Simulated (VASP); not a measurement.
# Cu2SeS with AM05: from relaxation to properties, part 3 of 8

Wanted: the relaxed cell of Cu2SeS and its properties. The cell is invented: it takes the structure of a Materials Project entry for Mg2SeS (space group 115 there), with some of its atoms replaced by other elements, volume scaled by an estimate. It may not be a known or stable phase. The atoms of the start are displaced at random from the sites of a P-4m2 cell.

VASP 6.6.1; AM05, no spin polarisation; plane waves and PAW (Se, Cu, S); invented cell.

Still holding for the runs below: This run has no spin polarisation, although Cu can carry a moment. The k-mesh is coarse for a metal.

So far. Step 2 (Rough relaxation of the start cell): It ends with a largest force of 0.034 eV/Å and a pressure of 0.01 GPa. Step 3 (Relaxing cell and atoms (AM05)): It ends with a largest force of 0.006 eV/Å and a pressure of -0.03 GPa.

### 4. Density, ELF and potential (AM05)

The relaxed cell gets a fresh self-consistent run, on a basis set for its own volume, to fix the density and to check the remaining stress.

File INCAR:

```
SYSTEM = Cu2SeS
PREC = Accurate
ENCUT = 400
EDIFF = 1E-06
NELM = 100
ISMEAR = 0
SIGMA = 0.05
LREAL = .FALSE.
ALGO = Normal
GGA = AM
NBANDS = 23
LORBIT = 11
LWAVE = .FALSE.
LCHARG = .TRUE.
ISIF = 2
LELF = .TRUE.
LVHAR = .TRUE.
```

File POSCAR:

```
Cu2SeS
1.0
    3.7800495400      0.0000000000      0.0000000000
    0.0000000000      3.7800495400      0.0000000000
    0.0000000000      0.0000000000      5.1132423600
Se Cu S
1 2 1
Direct
    0.5000000000      0.5000000000      0.5000000000
    0.0000000000      0.5000000000      0.2271366280
    0.5000000000      0.0000000000      0.7728633720
    0.0000000000      0.0000000000      0.0000000000
```

File KPOINTS:

```
Automatic mesh
0
Gamma
6 6 5
0 0 0
```

The projector-augmented-wave data sets are Se, Cu and S (PBE family, release 64).

The cell reached was symmetrised within 0.01 Å before this step, which raises the operations from 2 to 8, which the run then keeps.

On the command line:

```bash
$ mpirun -np 2 vasp_std
```

Log:

```text
[banner, memory and clock lines left out]
running    2 mpi-ranks, on    1 nodes
 distrk:  each k-point on    2 cores,    1 groups
 distr:  one band on    1 cores,    2 groups

 POSCAR found type information on POSCAR SeCuS
 POSCAR found :  3 types and       4 ions
 [... a notice as in an earlier step ...]

 LDA part: xc-table for (Slater+PW92), standard interpolation
|                                                                             |
|           W    W    AA    RRRRR   N    N  II  N    N   GGGG   !!!           |
|           W    W   A  A   R    R  NN   N  II  NN   N  G    G  !!!           |
|           W    W  A    A  R    R  N N  N  II  N N  N  G       !!!           |
|           W WW W  AAAAAA  RRRRR   N  N N  II  N  N N  G  GGG   !            |
|           WW  WW  A    A  R   R   N   NN  II  N   NN  G    G                |
|           W    W  A    A  R    R  N    N  II  N    N   GGGG   !!!           |
|                                                                             |
|     The number of bands has been changed from the values supplied in        |
|     The orbitals not found in the WAVECAR file will be initialized with     |
|     random numbers, which is usually adequate. For correlated               |
|     calculations, however, you should redo the groundstate calculation.     |
|     I found NBANDS = 23. Now, NBANDS = 24.                                  |
|                                                                             |

 POSCAR, INCAR and KPOINTS ok, starting setup
 FFT: planning ... GRIDC
 FFT: planning ... GRID_SOFT
 FFT: planning ... GRID
 WAVECAR not read
 entering main loop
       N       E                     dE             d eps       ncg     rms          rms(c)
DAV:   1     0.225407581834E+03    0.22541E+03   -0.12694E+04  1440   0.146E+03
DAV:   2     0.142146931182E+01   -0.22399E+03   -0.21237E+03  1448   0.307E+02
DAV:   3    -0.188717513880E+02   -0.20293E+02   -0.19452E+02  1936   0.110E+02
DAV:   4    -0.197494459721E+02   -0.87769E+00   -0.87564E+00  1848   0.218E+01
DAV:   5    -0.197845464314E+02   -0.35100E-01   -0.35082E-01  2048   0.393E+00    0.158E+01
DAV:   6    -0.200085138040E+02   -0.22397E+00   -0.45364E+01  1808   0.176E+02    0.130E+01
DAV:   7    -0.164034122606E+02    0.36051E+01   -0.11824E+01  1752   0.100E+02    0.406E+00
DAV:   8    -0.164970748743E+02   -0.93663E-01   -0.17706E+00  2312   0.207E+01    0.214E+00
DAV:   9    -0.164606762469E+02    0.36399E-01   -0.17408E-01  2120   0.108E+01    0.420E-01
DAV:  10    -0.164617399942E+02   -0.10637E-02   -0.12489E-02  2312   0.131E+00    0.285E-01
DAV:  11    -0.164614823540E+02    0.25764E-03   -0.32498E-03  2048   0.183E+00    0.108E-01
DAV:  12    -0.164614004861E+02    0.81868E-04   -0.11159E-03  2336   0.722E-01    0.286E-02
DAV:  13    -0.164614022194E+02   -0.17333E-05   -0.48108E-05  2312   0.864E-02    0.964E-03
DAV:  14    -0.164614048552E+02   -0.26358E-05   -0.90591E-06  2264   0.440E-02    0.272E-03
DAV:  15    -0.164614056187E+02   -0.76350E-06   -0.10832E-06  1256   0.121E-02
   1 F= -.16461406E+02 E0= -.16459251E+02  d E =-.430950E-02
```

Wall time 11 s (2 MPI ranks of Intel Xeon 6975P-C (Granite Rapids), shared host); peak memory 0.29 GiB.

From OUTCAR (step 4):

```text
  LATTYP: Found a simple tetragonal cell.
 ALAT       =     3.7800495400
 C/A-ratio  =     1.3526918909

 Subroutine GETGRP returns: Found  8 space group operations
 (whereof  8 operations were pure point group operations)

The static configuration has the point symmetry D_2d.

 Found     30 irreducible k-points:

   k-points           NKPTS =     30   k-points in BZ     NKDIM =     30   number of bands    NBANDS=     24

   dimension x,y,z NGX =    28 NGY =   28 NGZ =   36
   dimension x,y,z NGXF=    56 NGYF=   56 NGZF=   72

   ENCUT  =  400.0 eV  29.40 Ry    5.42 a.u.   6.16  6.16  8.34*2*pi/ulx,y,z

   NELECT =      34.0000    total number of electrons

 E-fermi :   4.1988

 k-point     1 :       0.0000    0.0000    0.0000
  band No.  band energies     occupation
    ...
     11       1.6249      2.00000
     12       1.7010      2.00000
     13       1.9894      2.00000
     14       2.5780      2.00000
     15       2.5780      2.00000
     16       5.4591      0.00000
     17       5.4591      0.00000
     18       5.5692      0.00000
     19       7.4011      0.00000
     20       7.9968      0.00000
    ...

 k-point     2 :       0.1667    0.0000    0.0000
  band No.  band energies     occupation
    ...
     11       1.5965      2.00000
     12       1.6446      2.00000
     13       1.8188      2.00000
     14       2.4617      2.00000
     15       2.8423      2.00000
     16       4.4291      0.00000
     17       5.0465      0.00000
     18       5.3374      0.00000
     19       8.2459      0.00000
     20       8.6153      0.00000
    ...

  Total       -0.1745457     -0.1745457      0.4455253      0.0000000     -0.0000000      0.0000000
  in kB       -3.8276155     -3.8276155      9.7699336      0.0000000     -0.0000000      0.0000000
  external PRESSURE =       0.7049008 kB  Pullay stress =       0.0000000 kB

  energy-cutoff  :      400.00
  volume of cell :       73.06
      direct lattice vectors                 reciprocal lattice vectors
     3.780049540  0.000000000  0.000000000     0.264546797  0.000000000  0.000000000
     0.000000000  3.780049540  0.000000000     0.000000000  0.264546797  0.000000000
     0.000000000  0.000000000  5.113242360     0.000000000  0.000000000  0.195570624

 POSITION                                       TOTAL-FORCE (eV/Angst)
 -----------------------------------------------------------------------------------
      1.89002      1.89002      2.55662         0.000000     -0.000000      0.000000
      0.00000      1.89002      1.16140         0.000000      0.000000     -0.023882
      1.89002      0.00000      3.95184        -0.000000      0.000000      0.023882
      0.00000      0.00000      0.00000         0.000000     -0.000000      0.000000
 -----------------------------------------------------------------------------------
    total drift:                                0.000000      0.000000     -0.000000

  FREE ENERGIE OF THE ION-ELECTRON SYSTEM (eV)
  ---------------------------------------------------
  free  energy   TOTEN  =       -16.4614056187 eV

  energy  without entropy=      -16.4570961220  energy(sigma->0) =      -16.45925087

 total charge
# of ion       s       p       d       tot
------------------------------------------
    1        1.456   2.320   0.062   3.837
    2        0.445   0.441   9.151  10.036
    3        0.445   0.441   9.151  10.036
    4        1.320   2.356   0.000   3.677
--------------------------------------------------
tot          3.666   5.558  18.363  27.587

[... 7 further parts left out ...]
```

Numbers from this step:

```
SCF cycles              : 15
bands                   : 24
irreducible k-points    : 30
symmetry operations     : 8
free energy (TOTEN)     : -16.46 eV
energy at zero smearing : -16.46 eV
Fermi energy            : 4.199 eV
pressure                : 0.07049 GPa
```

Valence electrons inside each PAW sphere by angular momentum. Sphere charges, by row:

```tsv
atom	s (e)	p (e)	d (e)	tot (e)
Se1	1.456	2.32	0.062	3.837
Cu2	0.445	0.441	9.151	10.04
Cu3	0.445	0.441	9.151	10.04
S4	1.32	2.356	0	3.677
```

ELF in the ac plane at fractional y = 0.000, with atoms of Cu and S within 0.2 Å of it. It is the smooth field of the valence electrons, not physical close to the nuclei.

Ten even steps from '0' (0.00) to '9' (0.86), each cell a mean:
```
57996222237996
89984211125999
99852100013699
87632000002368
54321000012234
11212100012221
00112221221110
00011122211100
00001112111000
00000111100000
00000000000000
11000000000001
43210000000123
76531000001467
99863100014689
99975200136899
67887411247987
35897421258985
```
Columns run along a (3.8 Å), rows up along c (5.1 Å). Atoms in or near the plane, at fractional coordinates: Cu at (0.50, 0.77), S at (0.00, 0.00).

Valence density in the ac plane at fractional y = 0.000, with atoms of Cu and S within 0.2 Å of it. It is the smooth field of the valence electrons, not physical close to the nuclei.

Ten steps, logarithmic in the rise over the least value, from '_' (0 e/Å³) to '@' (16 e/Å³), each cell a mean:
```
::======--::----::::--====--
======----==++**++----======
----------**%%%%%%++--------
::::::::==##@@@@@@**--::::::
......::==##@@@@%%**--::....
........::++####**==::......
____....::--====--::....____
______......::::::....______
________..............______
____________......__________
____________________________
____________________________
......________________......
::::......__________......::
----::::..________....::::--
====--::....______..::----==
--====--::..........::--==--
__--==--::::......::--====::
```
Columns run along a (3.8 Å), rows up along c (5.1 Å). Atoms in or near the plane, at fractional coordinates: Cu at (0.50, 0.77), S at (0.00, 0.00).

Electrostatic potential energy in the ac plane at fractional y = 0.000, with atoms of Cu and S within 0.2 Å of it. With pseudopotentials it is smooth inside the atoms' cores, unlike the true potential.

Ten even steps from '_' (-79 eV) to '@' (5 eV), each cell a mean:
```
____--%%@@%%%%%%%%@@@@##::__
..--**%%%%##**++**##%%%%++::
####%%%%##++==--==**%%@@%%##
@@@@@@%%##==------++##@@@@@@
@@@@@@@@##++----==++##@@@@@@
@@@@@@@@%%**++==++**%%@@@@@@
@@@@@@@@@@%%######%%@@@@@@@@
@@@@@@@@@@@@@@@@@@@@@@@@@@@@
@@@@@@@@@@@@@@@@@@@@@@@@@@@@
@@@@@@@@@@@@@@@@@@@@@@@@@@@@
@@@@@@@@@@@@@@@@@@@@@@@@@@@@
@@@@@@@@@@@@@@@@@@@@@@@@@@@@
@@@@@@@@@@@@@@@@@@@@@@@@@@@@
@@@@@@@@@@@@@@@@@@@@@@@@@@@@
%%%%@@@@@@@@@@@@@@@@@@@@@@%%
--==##@@@@@@@@@@@@@@@@%%**==
____==%%@@@@@@@@@@@@@@##--__
____::##@@@@@@@@@@@@@@**..__
```
Columns run along a (3.8 Å; values clipped at the 3rd and 97th percentile), rows up along c (5.1 Å). Atoms in or near the plane, at fractional coordinates: Cu at (0.50, 0.77), S at (0.00, 0.00).

In this run the pressure is 0.07 GPa, with stress components up to 0.98 GPa and forces up to 0.024 eV/Å, so either the cell is not fully relaxed at these settings or the loop stopped before the stress settled.

### 5. Bands along the symmetry lines (AM05)

The mesh alone shows little of the dispersion and can miss band extrema, so KPOINTS_OPT adds a path through the symmetry points after the self-consistent cycle.

File INCAR:

```
SYSTEM = Cu2SeS
PREC = Accurate
ENCUT = 400
EDIFF = 1E-06
NELM = 100
ISMEAR = 0
SIGMA = 0.05
LREAL = .FALSE.
ALGO = Normal
GGA = AM
NBANDS = 31
LORBIT = 11
LWAVE = .FALSE.
LCHARG = .FALSE.
KPAR = 2
```

POSCAR is that of step 4.

KPOINTS is that of step 4.

File KPOINTS_OPT:

```
Line mode
16
Line-mode
Reciprocal
  0.00000000   0.00000000   0.00000000 GAMMA
  0.00000000   0.50000000   0.00000000 X

  0.00000000   0.50000000   0.00000000 X
  0.50000000   0.50000000   0.00000000 M

  0.50000000   0.50000000   0.00000000 M
  0.00000000   0.00000000   0.00000000 GAMMA

  0.00000000   0.00000000   0.00000000 GAMMA
  0.00000000   0.00000000   0.50000000 Z

  0.00000000   0.00000000   0.50000000 Z
  0.00000000   0.50000000   0.50000000 R

  0.00000000   0.50000000   0.50000000 R
  0.50000000   0.50000000   0.50000000 A

  0.50000000   0.50000000   0.50000000 A
  0.00000000   0.00000000   0.50000000 Z

  0.00000000   0.50000000   0.00000000 X
  0.00000000   0.50000000   0.50000000 R

  0.50000000   0.50000000   0.00000000 M
  0.50000000   0.50000000   0.50000000 A
```

On the command line:

```bash
$ mpirun -np 2 vasp_std
```

Log:

```text
[... set-up lines as in an earlier step ...]
 entering main loop
       N       E                     dE             d eps       ncg     rms          rms(c)
DAV:   1     0.238264635646E+03    0.23826E+03   -0.12000E+04  1868   0.113E+03
DAV:   2     0.578449522254E+01   -0.23248E+03   -0.21237E+03  1930   0.266E+02
DAV:   3    -0.187933219869E+02   -0.24578E+02   -0.23229E+02  2306   0.959E+01
DAV:   4    -0.197511610853E+02   -0.95784E+00   -0.95327E+00  2324   0.189E+01
DAV:   5    -0.197839532245E+02   -0.32792E-01   -0.32781E-01  2473   0.350E+00    0.158E+01
DAV:   6    -0.200784158927E+02   -0.29446E+00   -0.28121E+01  2277   0.136E+02    0.129E+01
DAV:   7    -0.164576233349E+02    0.36208E+01   -0.92965E+00  2408   0.789E+01    0.375E+00
DAV:   8    -0.164900014688E+02   -0.32378E-01   -0.78834E-01  2979   0.149E+01    0.210E+00
DAV:   9    -0.164606871640E+02    0.29314E-01   -0.13293E-01  2811   0.817E+00    0.438E-01
DAV:  10    -0.164613062743E+02   -0.61911E-03   -0.83172E-03  3000   0.890E-01    0.240E-01
DAV:  11    -0.164613895024E+02   -0.83228E-04   -0.40607E-04  2956   0.418E-01    0.574E-02
DAV:  12    -0.164614032717E+02   -0.13769E-04   -0.18650E-04  2986   0.230E-01    0.182E-02
DAV:  13    -0.164614037347E+02   -0.46300E-06   -0.11004E-05  2979   0.499E-02    0.602E-03
DAV:  14    -0.164614056289E+02   -0.18941E-05   -0.40382E-06  2216   0.104E-02    0.305E-03
DAV:  15    -0.164614056229E+02    0.59658E-08   -0.30916E-07  1530   0.151E-02
   1 F= -.16461406E+02 E0= -.16459251E+02  d E =-.431022E-02
 Start KPOINTS_OPT (optional k-point list driver)
k-point batch [1-30\144]
       N       E                     dE             ncg
DAV:   1     0.795223116759E+04   -0.11795E+05     1874
DAV:   2     0.980678080466E+03   -0.69716E+04     1937
DAV:   3     0.184658898778E+03   -0.79602E+03     2275
DAV:   4     0.153885522211E+03   -0.30773E+02     2297
DAV:   5     0.152985163306E+03   -0.90036E+00     2352
DAV:   6     0.152947505031E+03   -0.37658E-01     2378
DAV:   7     0.152945174905E+03   -0.23301E-02     2514
DAV:   8     0.152945086741E+03   -0.88164E-04     2017
DAV:   9     0.152945082188E+03   -0.45528E-05     1580
DAV:  10     0.152945081898E+03   -0.28969E-06     1525
[...]
k-point batch [121-144\144]
       N       E                     dE             ncg
DAV:   1     0.113429718211E+05   -0.19063E+05     1488
DAV:   2     0.581089725579E+04   -0.55321E+04     1530
DAV:   3     0.520124207386E+04   -0.60966E+03     1782
DAV:   4     0.517844124677E+04   -0.22801E+02     1952
DAV:   5     0.517777424000E+04   -0.66701E+00     1798
DAV:   6     0.517774179172E+04   -0.32448E-01     2058
DAV:   7     0.517774016580E+04   -0.16259E-02     1963
DAV:   8     0.517774010903E+04   -0.56768E-04     1803
DAV:   9     0.517774010644E+04   -0.25870E-05     1305
DAV:  10     0.517774010632E+04   -0.11944E-06     1235
```

Wall time 38 s (2 MPI ranks); peak memory 0.42 GiB; 74 s of CPU time.

OUTCAR, selected parts (step 5):

```text
   k-points           NKPTS =     30   k-points in BZ     NKDIM =     30   number of bands    NBANDS=     31

   NELECT =      34.0000    total number of electrons

 E-fermi :   4.1989

 k-point     1 :       0.0000    0.0000    0.0000
  band No.  band energies     occupation
    ...
     11       1.6252      2.00000
     12       1.7013      2.00000
     13       1.9896      2.00000
     14       2.5782      2.00000
     15       2.5782      2.00000
     16       5.4592      0.00000
     17       5.4592      0.00000
     18       5.5693      0.00000
     19       7.4012      0.00000
     20       7.9969      0.00000
    ...

  Total       -0.1881043     -0.1881043      0.4318768      0.0000000     -0.0000000      0.0000000
  in kB       -4.1249420     -4.1249420      9.4706339      0.0000000     -0.0000000      0.0000000
  external PRESSURE =       0.4069166 kB  Pullay stress =       0.0000000 kB

 POSITION                                       TOTAL-FORCE (eV/Angst)
 -----------------------------------------------------------------------------------
      1.89002      1.89002      2.55662         0.000000     -0.000000      0.000000
      0.00000      1.89002      1.16140        -0.000000      0.000000     -0.023846
      1.89002      0.00000      3.95184         0.000000      0.000000      0.023846
      0.00000      0.00000      0.00000         0.000000     -0.000000      0.000000
 -----------------------------------------------------------------------------------
    total drift:                                0.000000      0.000000      0.000000

  FREE ENERGIE OF THE ION-ELECTRON SYSTEM (eV)
  ---------------------------------------------------
  free  energy   TOTEN  =       -16.4614056229 eV

  energy  without entropy=      -16.4570954014  energy(sigma->0) =      -16.45925051

[... 7 parts as in an earlier step ...]

[... 9 further parts left out ...]
```

Spin-orbit coupling is off here; it would split degenerate levels.

This step gave:

| Quantity | Value |
| --- | --- |
| bands | 31 |
| pressure | 0.04069 GPa |

Electronic bands along the path, in eV, zero at the Fermi level; # counts the bands kept, so #1 is VASP's band 3:

```tsv
point	#12	#13	#14	#15	#16	#17	#18	#19
Γ	-1.62	-1.62	1.26	1.26	1.37	3.20	3.80	4.69
0.47 of the way	-1.79	-1.13	-0.31	0.41	1.01	4.39	4.84	6.51
X	-1.76	-1.48	-1.13	-0.07	0.17	5.51	5.95	7.05
0.53 of the way	-1.97	-1.47	-1.31	-1.18	-0.85	4.74	5.37	6.02
M	-2.32	-1.98	-1.37	-1.37	-1.24	3.66	4.34	5.12
0.53 of the way	-2.17	-1.35	-0.64	-0.17	0.05	4.97	5.80	6.28
Γ	-1.62	-1.62	1.26	1.26	1.37	3.20	3.80	4.69
0.47 of the way	-1.28	-1.28	0.56	0.80	0.80	3.95	4.45	5.01
Z	-0.50	-0.48	-0.48	-0.15	-0.15	4.82	4.93	5.71
0.53 of the way	-1.90	-0.26	0.01	0.03	0.22	4.91	5.06	7.17
R	-2.44	-0.07	0.18	0.18	0.29	4.23	4.41	7.22
0.53 of the way	-2.37	-1.43	-1.36	-0.58	-0.50	6.22	6.43	6.61
A	-2.47	-2.24	-2.14	-1.23	-1.23	6.46	6.70	7.71
0.53 of the way	-1.76	-1.49	-1.38	0.21	0.33	5.95	6.13	7.25
Z	-0.50	-0.48	-0.48	-0.15	-0.15	4.82	4.93	5.71
jump to X	-1.76	-1.48	-1.13	-0.07	0.17	5.51	5.95	7.05
0.47 of the way	-2.27	-0.53	-0.51	-0.07	0.18	5.01	5.30	7.07
R	-2.44	-0.07	0.18	0.18	0.29	4.23	4.41	7.22
jump to M	-2.32	-1.98	-1.37	-1.37	-1.24	3.66	4.34	5.12
0.47 of the way	-2.46	-2.11	-1.64	-1.28	-1.28	4.69	5.07	5.95
A	-2.47	-2.24	-2.14	-1.23	-1.23	6.46	6.70	7.71
```

Of the projections kept (Se, Cu, S), the largest for each band there; the rest of the weight can lie on other orbitals:

```tsv
point	#12	#13	#14	#15	#16	#17	#18	#19
Γ	Cu 0.74	Cu 0.74	Cu 0.47	Cu 0.47	Cu 0.46	Cu 0.46	Cu 0.71	Cu 0.81
X	Cu 0.91	Cu 0.76	Cu 0.79	Cu 0.63	Cu 0.52	Cu 0.80	Cu 0.60	S 0.50
M	Cu 0.95	Cu 0.72	Cu 0.68	Cu 0.68	Cu 0.66	Cu 0.77	Cu 0.67	Cu 0.77
Γ	Cu 0.74	Cu 0.74	Cu 0.47	Cu 0.47	Cu 0.46	Cu 0.46	Cu 0.71	Cu 0.81
Z	Cu 0.77	Cu 0.67	Cu 0.67	Cu 0.56	Cu 0.56	Cu 0.66	Cu 0.88	Cu 0.48
R	Cu 0.98	Cu 0.61	Se 0.52	Cu 0.51	Cu 0.51	Cu 0.64	Cu 0.65	Cu 0.75
```

There is no gap at this level.

(Part 3 of 8 ends here.)

[Lines on the potential files, build, host, timing and source positions are cut from VASP's logs without a mark.]

[Logs are printed without paths, hosts, clocks, repeated set-up lines and the standing remarks that a program may print on its own settings, such as how far it seeks lower states.]

[Hosts, paths, dates, database ids (printed as entryN), source tags and the programs' standing remarks are cut or masked in the printed files.]

[A measured line is paired with the nearest computed mode of its activity, which favours agreement.]
